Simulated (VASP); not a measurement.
## A VASP study of BaMnO3 (PBEsol + U): structure first, properties next

What structure and properties does PBEsol + U give BaMnO3, and how near are they to the measured ones? The steps: full relaxation (PBEsol + U), single point with fields (PBEsol + U), band structure (PBEsol + U), density of states (PBEsol + U), vibrations at Γ (PBEsol + U) and electric field gradients (PBEsol + U). The start is a computed cell from the Materials Project.

Main program and level: VASP 6.6.1; PBEsol, DFT+U (Mn d 3 eV), spin-polarised from a ferromagnetic start; plane waves and PAW (Ba_sv, Mn_pv, O).

The experiments to compare with:

“Engineering crystal structure and spin-phonon coupling in Ba1-xSrxMnO3” (2021, arxiv:2110.12821) reports for BaMnO3, 2H hexagonal perovskite, by powder XRD, Rietveld refinement (solid-state synthesised polycrystal, 300 K): lattice constant a (a of 2H cell) 5.7 ± 0.0008 Å; lattice constant c (c of 2H cell) 4.8161 ± 0.0009 Å.

### 1. Set-up

Before any relaxation, the start is as follows. Symmetry: P6_3mc, No. 186, hexagonal system. Conventional cell: a = 5.721 Å, b = 5.721 Å, c = 4.882 Å, α = 90.00°, β = 90.00°, γ = 120.00°. Nearest to Ba lie 12 O at 2.87 to 3.12 Å. Mn has 6 O at 1.91 Å nearest. Nearest to O lie 2 Mn at 1.91 Å and 4 Ba at 2.87 to 3.12 Å. Farther neighbours and most contacts between anions are not listed.

As a file:

```cif
data_structure
_symmetry_space_group_name_H-M 'P6_3mc'
_symmetry_Int_Tables_number 186
_cell_length_a 5.7213
_cell_length_b 5.7213
_cell_length_c 4.8819
_cell_angle_alpha 90.000
_cell_angle_beta 90.000
_cell_angle_gamma 120.000
_cell_volume 138.39
loop_
_atom_site_label
_atom_site_type_symbol
_atom_site_symmetry_multiplicity
_atom_site_Wyckoff_symbol
_atom_site_fract_x
_atom_site_fract_y
_atom_site_fract_z
_atom_site_occupancy
Ba1 Ba 2 b 0.66667 0.33333 0.73183 1
Mn1 Mn 2 a 0.00000 0.00000 0.46623 1
O1 O 6 c 0.14774 0.85226 0.71602 1
```

### 2. Full relaxation (PBEsol + U)

Properties are meant for the cell that this level of theory prefers, so cell and atoms are relaxed first (ISIF = 3) until forces and stress are small; EDIFFG sets the threshold. PBEsol restores the gradient expansion of exchange and is tuned for the cells of solids. A Hubbard U penalises fractional filling of the localised shell, which semilocal functionals favour.

INCAR reads:

```
SYSTEM = BaMnO3
PREC = Accurate
ENCUT = 520
EDIFF = 1E-06
NELM = 100
ISMEAR = 0
SIGMA = 0.05
LREAL = .FALSE.
ALGO = Normal
GGA = PS
NBANDS = 61
ISPIN = 2
MAGMOM = 0 0 4 4 0 0 0 0 0 0
LDAU = .TRUE.
LDAUTYPE = 2
LDAUL = -1 2 -1
LDAUU = 0 3 0
LDAUJ = 0 0 0
LDAUPRINT = 1
LASPH = .TRUE.
LMAXMIX = 4
LORBIT = 11
LWAVE = .FALSE.
LCHARG = .FALSE.
KPAR = 8
IBRION = 2
NSW = 60
ISIF = 3
EDIFFG = -0.01
```

POSCAR reads:

```
BaMnO3
1.0
    5.7213085589      0.0000000000      0.0000000000
   -2.8606542794      4.9547985549      0.0000000000
    0.0000000000      0.0000000000      4.8819051900
Ba Mn O
2 2 6
Direct
    0.6666666700      0.3333333300      0.7318277600
    0.3333333300      0.6666666700      0.2318277500
    0.0000000000      0.0000000000      0.4662339400
    0.0000000000      0.0000000000      0.9662339400
    0.1477390600      0.8522609400      0.7160181200
    0.1477390500      0.2954781100      0.7160181200
    0.7045218900      0.8522609400      0.7160181200
    0.8522609400      0.1477390500      0.2160181200
    0.8522609400      0.7045218900      0.2160181200
    0.2954781100      0.1477390600      0.2160181200
```

KPOINTS reads:

```
Automatic mesh
0
Gamma
5 5 5
0 0 0
```

Potentials, in the order of the species: Ba_sv, Mn_pv and O (PBE family, release 64).

Launch:

```bash
mpirun -np 8 vasp_std
```

Log:

```text
[banner, memory and clock lines left out]
running    8 mpi-ranks, on    1 nodes
 distrk:  each k-point on    1 cores,    8 groups
 distr:  one band on    1 cores,    1 groups

 POSCAR found type information on POSCAR BaMnO
 POSCAR found :  3 types and      10 ions
|                                                                             |
|           W    W    AA    RRRRR   N    N  II  N    N   GGGG   !!!           |
|           W    W   A  A   R    R  NN   N  II  NN   N  G    G  !!!           |
|           W    W  A    A  R    R  N N  N  II  N N  N  G       !!!           |
|           W WW W  AAAAAA  RRRRR   N  N N  II  N  N N  G  GGG   !            |
|           WW  WW  A    A  R   R   N   NN  II  N   NN  G    G                |
|           W    W  A    A  R    R  N    N  II  N    N   GGGG   !!!           |
|                                                                             |
|     For optimal performance we recommend to set                             |
|       NCORE = 2 up to number-of-cores-per-socket                            |
|     NCORE specifies how many cores store one orbital (NPAR=cpu/NCORE).      |
|     This setting can greatly improve the performance of VASP for DFT.       |
|     The default, NCORE=1 might be grossly inefficient on modern             |
|     multi-core architectures or massively parallel machines. Do your        |
|     Unfortunately you need to use the default for GW and RPA                |
|     calculations (for HF NCORE is supported but not extensively tested      |
|     yet).                                                                   |
|                                                                             |

|                                                                             |
|               ----> ADVICE to this user running VASP <----                  |
|                                                                             |
|     You enforced a specific xc type in the INCAR file but a different       |
|     [... a line on the potential file left out ...]
|     I HOPE YOU KNOW WHAT YOU ARE DOING!                                     |
|                                                                             |

 LDA part: xc-table for (Slater+PW92), standard interpolation
 POSCAR, INCAR and KPOINTS ok, starting setup
 FFT: planning ... GRIDC
 FFT: planning ... GRID_SOFT
 FFT: planning ... GRID
 WAVECAR not read
 entering main loop
       N       E                     dE             d eps       ncg     rms          rms(c)
DAV:   1     0.886249169579E+03    0.88625E+03   -0.41536E+04  3684   0.143E+03
DAV:   2     0.195199366204E+00   -0.88605E+03   -0.81981E+03  3895   0.400E+02
DAV:   3    -0.874450978998E+02   -0.87640E+02   -0.85904E+02  4283   0.139E+02
DAV:   4    -0.905116609367E+02   -0.30666E+01   -0.30470E+01  4848   0.225E+01
DAV:   5    -0.905865256154E+02   -0.74865E-01   -0.74796E-01  4704   0.317E+00    0.469E+01
DAV:   6    -0.825134434787E+02    0.80731E+01   -0.10105E+02  4414   0.766E+01    0.501E+01
DAV:   7    -0.750778891700E+02    0.74356E+01   -0.62756E+01  4104   0.731E+01    0.210E+01
DAV:   8    -0.739030056721E+02    0.11749E+01   -0.62888E+00  4183   0.154E+01    0.920E+00
DAV:   9    -0.736622305383E+02    0.24078E+00   -0.10972E+00  4836   0.108E+01    0.435E+00
DAV:  10    -0.736815405753E+02   -0.19310E-01   -0.41862E-01  3953   0.312E+00    0.203E+00
DAV:  11    -0.736734032559E+02    0.81373E-02   -0.52141E-02  4630   0.132E+00    0.749E-01
DAV:  12    -0.736746934149E+02   -0.12902E-02   -0.49219E-03  4250   0.400E-01    0.336E-01
DAV:  13    -0.736745323606E+02    0.16105E-03   -0.11445E-03  4318   0.346E-01    0.967E-02
DAV:  14    -0.736746724723E+02   -0.14011E-03   -0.44003E-04  4146   0.111E-01    0.453E-02
DAV:  15    -0.736746903382E+02   -0.17866E-04   -0.50247E-05  4083   0.310E-02    0.304E-02
DAV:  16    -0.736746953484E+02   -0.50102E-05   -0.89270E-06  3926   0.273E-02    0.958E-03
DAV:  17    -0.736746965509E+02   -0.12025E-05   -0.34801E-06  3453   0.148E-02    0.599E-03
DAV:  18    -0.736746964111E+02    0.13979E-06   -0.97848E-07  2584   0.560E-03
   1 F= -.73674696E+02 E0= -.73674696E+02  d E =-.736747E+02  mag=     6.0000
 curvature:   0.00 expect dE= 0.000E+00 dE for cont linesearch  0.000E+00
 trial: gam= 0.00000 g(F)=  0.516E-02 g(S)=  0.547E-02 ort = 0.000E+00 (trialstep = 0.100E+01)
 search vector abs. value=  0.106E-01
 bond charge predicted
       N       E                     dE             d eps       ncg     rms          rms(c)
DAV:   1    -0.737168651800E+02   -0.42169E-01   -0.22419E+00  3660   0.764E+00    0.179E+00
DAV:   2    -0.737006719389E+02    0.16193E-01   -0.20767E-01  4172   0.452E+00    0.235E+00
DAV:   3    -0.736840454484E+02    0.16626E-01   -0.32629E-02  4364   0.214E+00    0.424E-01
DAV:   4    -0.736827948784E+02    0.12506E-02   -0.81321E-03  4357   0.376E-01    0.196E-01
DAV:   5    -0.736824524500E+02    0.34243E-03   -0.74638E-04  5243   0.214E-01    0.134E-01
DAV:   6    -0.736823685669E+02    0.83883E-04   -0.52822E-04  4412   0.170E-01    0.543E-02
DAV:   7    -0.736823654625E+02    0.31044E-05   -0.13206E-04  4229   0.505E-02    0.347E-02
DAV:   8    -0.736823692345E+02   -0.37721E-05   -0.68919E-06  3786   0.138E-02    0.183E-02
DAV:   9    -0.736823694167E+02   -0.18215E-06   -0.34785E-06  3472   0.954E-03
   2 F= -.73682369E+02 E0= -.73682369E+02  d E =-.767301E-02  mag=     6.0000
[... from here on, the cycles between the ionic steps are left out ...]
   3 F= -.73683958E+02 E0= -.73683958E+02  d E =-.926141E-02  mag=     6.0000
   4 F= -.73684028E+02 E0= -.73684028E+02  d E =-.933204E-02  mag=     6.0000
   5 F= -.73684168E+02 E0= -.73684168E+02  d E =-.139307E-03  mag=     6.0000
   6 F= -.73684462E+02 E0= -.73684462E+02  d E =-.433647E-03  mag=     6.0000
   7 F= -.73684616E+02 E0= -.73684616E+02  d E =-.153668E-03  mag=     6.0000
   8 F= -.73684618E+02 E0= -.73684618E+02  d E =-.156085E-03  mag=     6.0000
   9 F= -.73684619E+02 E0= -.73684619E+02  d E =-.157075E-03  mag=     6.0000
  10 F= -.73684654E+02 E0= -.73684654E+02  d E =-.350742E-04  mag=     6.0000
  11 F= -.73684700E+02 E0= -.73684700E+02  d E =-.805769E-04  mag=     6.0000
  12 F= -.73684787E+02 E0= -.73684787E+02  d E =-.167664E-03  mag=     6.0000
  13 F= -.73684796E+02 E0= -.73684796E+02  d E =-.936338E-05  mag=     6.0000
  14 F= -.73684825E+02 E0= -.73684825E+02  d E =-.381808E-04  mag=     6.0000
  15 F= -.73684881E+02 E0= -.73684881E+02  d E =-.942084E-04  mag=     6.0000
  16 F= -.73684988E+02 E0= -.73684988E+02  d E =-.201508E-03  mag=     6.0000
  17 F= -.73685184E+02 E0= -.73685184E+02  d E =-.397353E-03  mag=     6.0000
  18 F= -.73685494E+02 E0= -.73685494E+02  d E =-.707281E-03  mag=     6.0000
  19 F= -.73685760E+02 E0= -.73685760E+02  d E =-.973427E-03  mag=     6.0000
  20 F= -.73685803E+02 E0= -.73685803E+02  d E =-.431327E-04  mag=     6.0000
  21 F= -.73685929E+02 E0= -.73685929E+02  d E =-.168546E-03  mag=     6.0000
  22 F= -.73686170E+02 E0= -.73686170E+02  d E =-.409692E-03  mag=     6.0000
  23 F= -.73686585E+02 E0= -.73686585E+02  d E =-.824982E-03  mag=     6.0000
  24 F= -.73686934E+02 E0= -.73686934E+02  d E =-.117357E-02  mag=     6.0000
  25 F= -.73687692E+02 E0= -.73687692E+02  d E =-.757733E-03  mag=     6.0000
  26 F= -.73688333E+02 E0= -.73688333E+02  d E =-.139958E-02  mag=     6.0000
  27 F= -.73688374E+02 E0= -.73688374E+02  d E =-.144029E-02  mag=     6.0000
  28 F= -.73688660E+02 E0= -.73688660E+02  d E =-.286143E-03  mag=     6.0000
  29 F= -.73689268E+02 E0= -.73689268E+02  d E =-.893778E-03  mag=     6.0000
  30 F= -.73689354E+02 E0= -.73689354E+02  d E =-.979468E-03  mag=     6.0000
  31 F= -.73689500E+02 E0= -.73689500E+02  d E =-.112592E-02  mag=     6.0000
  32 F= -.73689501E+02 E0= -.73689501E+02  d E =-.112701E-02  mag=     6.0000
 curvature:  -0.82 expect dE=-0.463E-04 dE for cont linesearch -0.204E-08
 trial: gam= 0.03662 g(F)=  0.207E-04 g(S)=  0.356E-04 ort = 0.188E-05 (trialstep = 0.514E+00)
 search vector abs. value=  0.583E-04
 bond charge predicted
       N       E                     dE             d eps       ncg     rms          rms(c)
DAV:   1    -0.736895932334E+02   -0.91962E-04   -0.27662E-03  4528   0.513E-01    0.926E-02
DAV:   2    -0.736895592077E+02    0.34026E-04   -0.54265E-04  4069   0.223E-01    0.102E-01
DAV:   3    -0.736895234712E+02    0.35736E-04   -0.12780E-04  4047   0.120E-01    0.331E-02
DAV:   4    -0.736895200500E+02    0.34212E-05   -0.34534E-05  4371   0.280E-02    0.136E-02
DAV:   5    -0.736895187732E+02    0.12768E-05   -0.15915E-06  2692   0.135E-02    0.563E-03
DAV:   6    -0.736895184085E+02    0.36467E-06   -0.24419E-06  3425   0.990E-03
  33 F= -.73689518E+02 E0= -.73689518E+02  d E =-.172747E-04  mag=     6.0000
 trial-energy change:   -0.000017  1 .order   -0.000021   -0.000029   -0.000014
 step:   0.9757(harm=  0.9757)  dis= 0.00018  next Energy=   -73.689529 (dE=-0.275E-04)
 reached required accuracy - stopping structural energy minimisation
```

Run time: 10 min. Hardware: 8 MPI ranks of AMD EPYC 9R45, shared host; peak memory 3.9 GiB; 81 min of CPU time.

The logs omit lines about the potential files and the build; timing stands in the text.

(Continued in part 2 of 7.)

[Lines on the potential files, build, host, timing and source positions are cut from VASP's logs without a mark.]

[Logs are printed without paths, hosts, clocks, repeated set-up lines and the standing remarks that a program may print on its own settings, such as how far it seeks lower states.]

[Hosts, paths, dates, database ids (printed as entryN), source tags and the programs' standing remarks are cut or masked in the printed files.]

[A measured line is paired with the nearest computed mode of its activity, which favours agreement.]
